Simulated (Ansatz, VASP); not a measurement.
**Rb2SnHgTe4: VASP beside Ansatz**

Aim: how closely do two programs agree when they are given the same cell, functional and k mesh?

Main program and level: Ansatz 0.2.0; plane waves, with VASP 6.6.1 beside it; relaxation of cell and atoms at LDA.

**1. Starting point**

It takes space group I-42m (No. 121, tetragonal). Conventional cell: a = 8.566 Å, b = 8.566 Å, c = 7.242 Å, α = 90.00°, β = 90.00°, γ = 90.00°. Hg has 4 Te at 2.85 Å nearest. Te has 1 Sn at 2.77 Å and 1 Hg at 2.85 Å and 4 Rb at 3.61 to 3.67 Å nearest. Nearest to Sn lie 4 Te at 2.77 Å. Nearest to Rb lie 8 Te at 3.61 to 3.67 Å and 2 Rb at 3.62 Å. Farther neighbours and most contacts between anions are not listed.

**2. VASP: relaxation of cell and atoms, LDA**

The relaxed volume is the usual yardstick between codes: its relative difference is about their pressure difference at one cell divided by the bulk modulus.

Lines of VASP's logs that name or quote its potential files are left out, and so is its time.

Contents of INCAR:

```
SYSTEM = Rb2SnHgTe4
PREC = Accurate
ENCUT = 350
EDIFF = 1E-08
NELM = 120
ISMEAR = 0
SIGMA = 0.05
LREAL = .FALSE.
ALGO = Fast
GGA = CA
NBANDS = 42
LORBIT = 11
LWAVE = .FALSE.
LCHARG = .FALSE.
KPAR = 4
IBRION = 1
NSW = 30
ISIF = 3
EDIFFG = -0.002
POTIM = 0.4
```

Contents of POSCAR:

```
Rb2SnHgTe4
1.0
   -4.2829274481      4.2829274481      3.6209087673
    4.2829274481     -4.2829274481      3.6209087673
    4.2829274481      4.2829274481     -3.6209087673
Hg Te Sn Rb
1 4 1 2
Direct
    0.0000000000      0.0000000000      0.0000000000
    0.9186679930      0.5642928414      0.0000000000
    0.0813320070      0.0813320070      0.6456248484
    0.5642928414      0.9186679930      0.0000000000
    0.4357071586      0.4357071586      0.3543751516
    0.5000000000      0.5000000000      0.0000000000
    0.5000000000      0.0000000000      0.5000000000
    0.0000000000      0.5000000000      0.5000000000
```

Contents of KPOINTS:

```
Automatic mesh
0
Gamma
5 5 5
0 0 0
```

PAW data sets: Hg, Te, Sn_d and Rb_sv (LDA family, release 64).

Started as:

```console
$ mpirun -np 4 vasp_std
```

Numbers of over 12 decimals in the logs are rounded to 6 here.

What it wrote:

```text
[banner, memory and clock lines left out]
running    4 mpi-ranks, on    1 nodes
 distrk:  each k-point on    1 cores,    4 groups
 distr:  one band on    1 cores,    1 groups

 POSCAR found type information on POSCAR HgTeSnRb
 POSCAR found :  4 types and       8 ions
 LDA part: xc-table for (Slater(with rela. corr.)+CA(PZ))
 , standard interpolation
 POSCAR, INCAR and KPOINTS ok, starting setup
 FFT: planning ... GRIDC
 FFT: planning ... GRID_SOFT
 FFT: planning ... GRID
 WAVECAR not read
 entering main loop
       N       E                     dE             d eps       ncg     rms          rms(c)
DAV:   1     0.451027164833E+03    0.45103E+03   -0.23573E+04  1520   0.114E+03
DAV:   2     0.243315972126E+02   -0.42670E+03   -0.41155E+03  1682   0.291E+02
DAV:   3    -0.250990218631E+02   -0.49431E+02   -0.48762E+02  1846   0.111E+02
DAV:   4    -0.280976714489E+02   -0.29986E+01   -0.29872E+01  2248   0.249E+01
DAV:   5    -0.282139053860E+02   -0.11623E+00   -0.11616E+00  2312   0.400E+00    0.113E+01
RMM:   6    -0.274155675864E+02    0.79834E+00   -0.17488E+00  1578   0.521E+00    0.823E+00
RMM:   7    -0.273304480865E+02    0.85119E-01   -0.77934E-01  1562   0.257E+00    0.274E+00
RMM:   8    -0.273189742158E+02    0.11474E-01   -0.71971E-02  1880   0.131E+00    0.694E-01
RMM:   9    -0.273185009819E+02    0.47323E-03   -0.16101E-02  2112   0.607E-01    0.257E-01
RMM:  10    -0.273187340311E+02   -0.23305E-03   -0.50970E-03  2282   0.345E-01    0.907E-02
RMM:  11    -0.273189519621E+02   -0.21793E-03   -0.22977E-03  2566   0.180E-01    0.411E-02
RMM:  12    -0.273190679296E+02   -0.11597E-03   -0.13136E-03  2413   0.103E-01    0.210E-02
RMM:  13    -0.273191302991E+02   -0.62369E-04   -0.62706E-04  2527   0.745E-02    0.120E-02
RMM:  14    -0.273191732341E+02   -0.42935E-04   -0.43101E-04  2575   0.582E-02    0.107E-02
WARNING in EDDRMM: call to ZHEGV failed, returncode =   6  3     27
WARNING in EDDRMM: call to ZHEGV failed, returncode =   8  4     15
RMM:  15    -0.273192075167E+02   -0.34283E-04   -0.34082E-04  2628   0.453E-02    0.422E-03
RMM:  16    -0.273192298837E+02   -0.22367E-04   -0.22262E-04  2644   0.362E-02    0.392E-03
RMM:  17    -0.273192474082E+02   -0.17524E-04   -0.17217E-04  2569   0.292E-02    0.571E-03
 num prob  num prob  num prob RMM:  18    -0.273192574415E+02   -0.10033E-04   -0.97719E-05  2452   0.237E-02    0.616E-03
WARNING in EDDRMM: call to ZHEGV failed, returncode =   8  4     22
RMM:  19    -0.273192647767E+02   -0.73352E-05   -0.74137E-05  2391   0.196E-02    0.528E-03
 num prob  num prob  num prob  num prob  num prob  num prob  num prob RMM:  20    -0.273192692808E+02   -0.45041E-05   -0.44827E-05  2287   0.159E-02    0.629E-03
 num prob  num prob  num prob  num prob  num prob  num prob  num prob RMM:  21    -0.273192733451E+02   -0.40643E-05   -0.40968E-05  2246   0.134E-02    0.659E-03
 num prob  num prob WARNING in EDDRMM: call to ZHEGV failed, returncode =   6  3     31
 num prob  num prob RMM:  22    -0.273192754857E+02   -0.21406E-05   -0.23472E-05  2263   0.112E-02    0.518E-03
 num prob  num prob  num prob WARNING in EDDRMM: call to ZHEGV failed, returncode =   6  3     34
 num prob  num prob  num prob  num prob  num prob  num prob WARNING in EDDRMM: call to ZHEGV failed, returncode =   8  4     21
 num prob  num prob  num prob  num prob RMM:  23    -0.273192775620E+02   -0.20763E-05   -0.21219E-05  2140   0.929E-03    0.558E-03
 num prob  num prob  num prob  num prob  num prob WARNING in EDDRMM: call to ZHEGV failed, returncode =   8  4     21
WARNING in EDDRMM: call to ZHEGV failed, returncode =   6  3     20
WARNING in EDDRMM: call to ZHEGV failed, returncode =   6  3     21
 num prob  num prob  num prob WARNING in EDDRMM: call to ZHEGV failed, returncode =   6  3     20
 num prob  num prob WARNING in EDDRMM: call to ZHEGV failed, returncode =   6  3     20
 num prob  num prob  num prob RMM:  24    -0.273192789119E+02   -0.13499E-05   -0.13577E-05  2040   0.779E-03    0.605E-03
 num prob  num prob  num prob  num prob  num prob  num prob  num prob  num prob  num prob  num prob RMM:  25    -0.273192797784E+02   -0.86652E-06   -0.89940E-06  2092   0.667E-03    0.713E-03
 num prob  num prob  num prob  num prob  num prob  num prob  num prob  num prob  num prob  num prob  num prob  num prob  num prob RMM:  26    -0.273192804452E+02   -0.66678E-06   -0.69226E-06  2045   0.582E-03    0.961E-03
 num prob  num prob  num prob  num prob  num prob  num prob  num prob  num prob  num prob WARNING in EDDRMM: call to ZHEGV failed, returncode =   8  4     30
WARNING in EDDRMM: call to ZHEGV failed, returncode =   8  4      8
 num prob WARNING in EDDRMM: call to ZHEGV failed, returncode =   6  3     20
 num prob  num prob  num prob  num prob  num prob  num prob  num prob RMM:  27    -0.273192808502E+02   -0.40493E-06   -0.46052E-06  1899   0.487E-03    0.100E-02
[...]
num prob RMM:   6    -0.273193763734E+02   -0.66495E-07   -0.76429E-07  2393   0.400E-03    0.919E-04
 num prob WARNING in EDDRMM: call to ZHEGV failed, returncode =   8  4     28
 num prob WARNING in EDDRMM: call to ZHEGV failed, returncode =   8  4     29
 num prob WARNING in EDDRMM: call to ZHEGV failed, returncode =   8  4     26
RMM:   7    -0.273193763910E+02   -0.17653E-07   -0.21257E-07  2197   0.191E-03    0.508E-04
 num prob  num prob  num prob  num prob  num prob  num prob  num prob  num prob  num prob  num prob  num prob  num prob  num prob  num prob  num prob  num prob  num prob  num prob RMM:   8    -0.273193763930E+02   -0.19672E-08   -0.33103E-08  1353   0.121E-03
   2 F= -.27319376E+02 E0= -.27319376E+02  d E =-.947611E-04
[... from here on, the cycles between the ionic steps are left out ...]
   3 F= -.27319469E+02 E0= -.27319469E+02  d E =-.921105E-04
   4 F= -.27319521E+02 E0= -.27319521E+02  d E =-.526689E-04
   5 F= -.27319525E+02 E0= -.27319525E+02  d E =-.336573E-05
   6 F= -.27319526E+02 E0= -.27319526E+02  d E =-.101040E-05
   7 F= -.27319529E+02 E0= -.27319529E+02  d E =-.365633E-05
   8 F= -.27319526E+02 E0= -.27319526E+02  d E =0.274621E-05
   9 F= -.27319526E+02 E0= -.27319526E+02  d E =0.873406E-07
  10 F= -.27319536E+02 E0= -.27319536E+02  d E =-.926355E-05
  11 F= -.27319527E+02 E0= -.27319527E+02  d E =0.818022E-05
  12 F= -.27319529E+02 E0= -.27319529E+02  d E =-.162907E-05
 BRION: g(F)=  0.122E-05 g(S)=  0.276E-06 retain N=  2 mean eig= 4.20
 eig:   2.859  5.542
 bond charge predicted
       N       E                     dE             d eps       ncg     rms          rms(c)
DAV:   1    -0.273195788477E+02   -0.49767E-04   -0.19140E-03  1558   0.269E-01    0.472E-02
RMM:   2    -0.273195411114E+02    0.37736E-04   -0.11287E-04  1557   0.673E-02    0.165E-02
RMM:   3    -0.273195335641E+02    0.75474E-05   -0.27238E-05  1551   0.275E-02    0.102E-02
RMM:   4    -0.273195325437E+02    0.10204E-05   -0.63425E-06  1787   0.136E-02    0.302E-03
RMM:   5    -0.273195326092E+02   -0.65545E-07   -0.17377E-06  2129   0.737E-03    0.284E-03
 num prob RMM:   6    -0.273195326347E+02   -0.25493E-07   -0.42335E-07  2342   0.336E-03    0.120E-03
 num prob  num prob  num prob RMM:   7    -0.273195326403E+02   -0.55779E-08   -0.79398E-08  1858   0.140E-03
  13 F= -.27319533E+02 E0= -.27319533E+02  d E =-.355665E-05
 BRION: g(F)=  0.419E-07 g(S)=  0.377E-07 retain N=  1 mean eig= 4.78
 eig:   4.779
 reached required accuracy - stopping structural energy minimisation
```

OUTCAR, selected parts (step 2):

```text
ion  position               nearest neighbor table
   1  0.000  0.000  0.000-   2 2.85   3 2.85   4 2.85   5 2.85   6 3.62   6 3.62   8 4.28   8 4.28
                             7 4.28   7 4.28
   2  0.919  0.564  0.000-   6 2.77   1 2.85   8 3.61   7 3.61   8 3.67   7 3.67
   3  0.081  0.081  0.646-   6 2.77   1 2.85   7 3.61   8 3.61   8 3.67   7 3.67
   4  0.564  0.919  0.000-   6 2.77   1 2.85   7 3.61   8 3.61   7 3.67   8 3.67
   5  0.436  0.436  0.354-   6 2.77   1 2.85   8 3.61   7 3.61   7 3.67   8 3.67
   6  0.500  0.500  0.000-   3 2.77   5 2.77   4 2.77   2 2.77   1 3.62   1 3.62   8 4.28   7 4.28
                             8 4.28   7 4.28
   7  0.500  0.000  0.500-   3 3.61   4 3.61   5 3.61   2 3.61   8 3.62   8 3.62   5 3.67   4 3.67
                             2 3.67   3 3.67   6 4.28   1 4.28   6 4.28   1 4.28
   8  0.000  0.500  0.500-   3 3.61   2 3.61   5 3.61   4 3.61   7 3.62   7 3.62   5 3.67   4 3.67
                             3 3.67   2 3.67   1 4.28   6 4.28   6 4.28   1 4.28

  LATTYP: Found a body centered tetragonal cell.
 ALAT       =     8.5658548962
 C/A-ratio  =     0.8454284625

 Subroutine GETGRP returns: Found  8 space group operations
 (whereof  8 operations were pure point group operations)

The static configuration has the point symmetry D_2d.

 Found     18 irreducible k-points:

   k-points           NKPTS =     18   k-points in BZ     NKDIM =     18   number of bands    NBANDS=     42

   dimension x,y,z NGX =    48 NGY =   48 NGZ =   48
   dimension x,y,z NGXF=    96 NGYF=   96 NGZF=   96

   ENCUT  =  350.0 eV  25.72 Ry    5.07 a.u.  10.76 10.76 10.76*2*pi/ulx,y,z

   NELECT =      68.0000    total number of electrons

 k-points in reciprocal lattice and weights: Automatic mesh
   0.00000000  0.00000000  0.00000000       0.008
   0.20000000 -0.00000000  0.00000000       0.064
   0.40000000  0.00000000  0.00000000       0.064
   0.20000000  0.20000000  0.00000000       0.064
   0.40000000  0.20000000  0.00000000       0.128
  -0.40000000  0.20000000  0.00000000       0.128
  -0.20000000  0.20000000  0.00000000       0.032
   0.40000000  0.40000000  0.00000000       0.064
  -0.40000000  0.40000000  0.00000000       0.032
[...]
-0.40000000  0.40000000  0.40000000       0.032
  -0.40000000 -0.40000000  0.40000000       0.016

 average (electrostatic) potential at core
       1 -39.6968       2 -90.8501       3 -90.8501       4 -90.8501       5 -90.8501
       6-103.3179       7 -34.0427       8 -34.0427

 E-fermi :   3.6521

 k-point     1 :       0.0000    0.0000    0.0000
  band No.  band energies     occupation
    ...
     30       2.4406      2.00000
     31       2.9196      2.00000
     32       3.2909      2.00000
     33       3.3717      2.00000
     34       3.3717      2.00000
     35       4.9637      0.00000
     36       6.0643      0.00000
     37       6.8459      0.00000
     38       7.1672      0.00000
     39       7.4728      0.00000
    ...

 k-point     2 :       0.2000   -0.0000    0.0000
  band No.  band energies     occupation
    ...
     30       2.2840      2.00000
     31       2.5154      2.00000
     32       2.8071      2.00000
     33       3.2156      2.00000
     34       3.2226      2.00000
     35       5.2192      0.00000
     36       5.8174      0.00000
     37       6.9206      0.00000
     38       7.0994      0.00000
     39       7.3253      0.00000
    ...

 k-point     3 :       0.4000    0.0000    0.0000
  band No.  band energies     occupation
    ...
     30       2.3123      2.00000
     31       2.3965      2.00000
     32       2.5241      2.00000
     33       2.8438      2.00000
     34       2.9151      2.00000
     35       4.5996      0.00000
     36       5.5793      0.00000
     37       6.5764      0.00000
     38       6.8716      0.00000
     39       7.6251      0.00000
    ...

  Total        0.0004816      0.0004816     -0.0027118     -0.0000000      0.0000000      0.0000000
  in kB        0.0029072      0.0029072     -0.0163693     -0.0000000      0.0000000      0.0000000
  external PRESSURE =      -0.0035183 kB  Pullay stress =       0.0000000 kB

  energy-cutoff  :      350.00
  volume of cell :      265.42
      direct lattice vectors                 reciprocal lattice vectors
    -4.285640871  4.285640871  3.612773833     0.000000000  0.116668665  0.138397814
     4.285640871 -4.285640871  3.612773833     0.116668665 -0.000000000  0.138397814
     4.285640871  4.285640871 -3.612773833     0.116668665  0.116668665  0.000000000

 POSITION                                       TOTAL-FORCE (eV/Angst)
 -----------------------------------------------------------------------------------
     -0.00000      0.00000     -0.00000        -0.000000     -0.000000      0.000000
     -1.52140      1.52140      5.35681        -0.000360      0.000360     -0.000112
      2.76424      2.76424     -1.74404        -0.000360     -0.000360      0.000112
      1.52140     -1.52140      5.35681         0.000360     -0.000360     -0.000112
      1.52140      1.52140      1.86874         0.000360      0.000360      0.000112
     -0.00000     -0.00000      3.61277        -0.000000     -0.000000     -0.000000
      0.00000      4.28564      0.00000        -0.000000     -0.000000      0.000000
      4.28564      0.00000      0.00000        -0.000000      0.000000      0.000000
 -----------------------------------------------------------------------------------
    total drift:                                0.000000      0.000000      0.000001

  FREE ENERGIE OF THE ION-ELECTRON SYSTEM (eV)
  ---------------------------------------------------
  free  energy   TOTEN  =       -27.3195326403 eV

  energy  without entropy=      -27.3195326403  energy(sigma->0) =      -27.31953264

 reached required accuracy - stopping structural energy minimisation

 total charge
# of ion       s       p       d       tot
------------------------------------------
    1        0.746   0.392   9.361  10.498
    2        1.382   2.012   0.022   3.416
    3        1.382   2.012   0.022   3.416
    4        1.382   2.012   0.022   3.416
    5        1.382   2.012   0.022   3.416
    6        1.157   1.086  10.031  12.273
    7        1.945   5.330   0.042   7.317
    8        1.945   5.330   0.042   7.317
--------------------------------------------------
tot         11.321  20.185  19.562  51.067

[... 3 further parts left out ...]
```

CONTCAR:

```
Rb2SnHgTe4
   1.00000000000000
    -4.2856408706343858    4.2856408706343858    3.6127738328761598
     4.2856408706343858   -4.2856408706343858    3.6127738328761594
     4.2856408706343858    4.2856408706343858   -3.6127738328761594
  Hg              Te              Sn              Rb
     1     4     1     2
Direct
     0.0000000000000000   -0.0000000000000000   -0.0000000000000000
     0.9188702050081441    0.5638710782338243    0.0000000000000000
     0.0811297949918560    0.0811297949918560    0.6450008732256818
     0.5638710782338243    0.9188702050081441    0.0000000000000000
     0.4361289217661807    0.4361289217661807    0.3549991267743244
     0.5000000000000000    0.5000000000000000   -0.0000000000000000
     0.5000000000000000   -0.0000000000000000    0.5000000000000000
     0.0000000000000000    0.5000000000000000    0.5000000000000000
```

The gap is read on the k-mesh alone, so it is an upper bound where the band edges lie off the mesh. The run keeps the 8 symmetry operations of its start, so it cannot find a distortion of lower symmetry.

[end of part 1 of 2]

[Lines on the potential files, build, host, timing and source positions are cut from VASP's logs without a mark.]

[Logs are printed without paths, hosts, clocks, repeated set-up lines and the standing remarks that a program may print on its own settings, such as how far it seeks lower states.]

[Hosts, paths, dates, database ids (printed as entryN), source tags and the programs' standing remarks are cut or masked in the printed files.]
